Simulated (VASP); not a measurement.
HfC (rock salt): computed properties

Level of theory: LDA (Ceperley-Alder, Perdew-Zunger), VASP's LDA PAW potentials (set 64) (plane waves; VASP).

```
Item                                                                                                   Result
----------------------------------  -------------------------------------------------------------------------
space group                                                                                       Fm-3m (225)
cell                                a = 4.577 Å, b = 4.577 Å, c = 4.577 Å, α = 90.00°, β = 90.00°, γ = 90.00°
volume per atom                                                                                 11.99 Å³/atom
band gap (over mesh and band path)                                   none (metal, semimetal or under 0.01 eV)
density                                                                                           13.20 g/cm³
```

HfC has the cubic space group Fm-3m (No. 225), the rock salt structure, Pearson symbol cF8. Conventional cell: a = b = c = 4.577 Å, α = β = γ = 90.00°. Hf on 4a has 6 C at 2.289 Å (octahedral). C on 4b is surrounded by 6 Hf at 2.289 Å (octahedral). (Neighbours: up to the widest gap in distance over summed covalent radii, below 1.35, at either atom; cation-cation and far metal-metal contacts left out.)
(The calculation used a cell of 2 atoms; values per cell refer to that cell.)

Measured: a 4.638 Å (computed value off by -1.3 %), as given by Guo-Xu Zhang et al., New Journal of Physics (2018), doi:10.1088/1367-2630/aac7f0. The calculation is for a static lattice, while the measured a holds thermal and zero-point effects, which are part of the difference. Unless said otherwise, spin-orbit coupling is left out, though it shifts the bands of the heavy elements here.

The compound is HfC in the rock salt structure. It was relaxed first. Symmetry was kept, so distortions that lower it aren't found.
